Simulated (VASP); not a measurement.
Wanted: the native input for a VASP 6.6.1 run.

* Task: single point
* Functional: r2SCAN
* Potentials or basis: VASP PAW PBE potentials, release 64 (H)
* Cutoff: 450 eV
* k mesh: 1 × 1 × 1
* Occupations: gaussian, width 0.02 eV
* Spin: no spin polarisation
* Further INCAR settings: ALGO = Normal; EDIFF = 1e-06

The structure of H2 lies in POSCAR:

```
H
1.0
   10.0000000000      0.0000000000      0.0000000000
    0.0000000000     10.0000000000      0.0000000000
    0.0000000000      0.0000000000     10.0000000000
H
2
Direct
    0.5000000000      0.5000000000      0.4485000000
    0.5000000000      0.5000000000      0.5515000000
```

The input as run:

INCAR

```
SYSTEM = H
  ALGO = Normal
  EDIFF = 1E-6
  ENCUT = 450
  ISIF = 2
  ISMEAR = 0
  LASPH = .True.
  LCHARG = .False.
  LMIXTAU = .True.
  LREAL = .False.
  LWAVE = .False.
  METAGGA = R2SCAN
  NELM = 60
  PREC = Accurate
  SIGMA = 0.02
```

KPOINTS

```
k-points
0
Gamma
  1 1 1
  0 0 0
```

Potentials or basis: VASP PAW PBE potentials, release 64 (H).

The run is started by

```sh
$ cat potpaw_PBE.64/H/POTCAR > POTCAR
$ mpirun -np 1 vasp_std > vasp.out
```

Results of the run:

| Item | Value |
| --- | --- |
| Largest force | 4.645 eV/Å |
| Gap between the frontier levels | 9.23 eV |

Caveat: the PAW data sets were made with another functional, which shifts forces and pressure a little.

It took 2.9 min on 1 thread of AMD EPYC 9R14 (Zen 4), with other jobs on the host, peak memory 0.7 GiB.
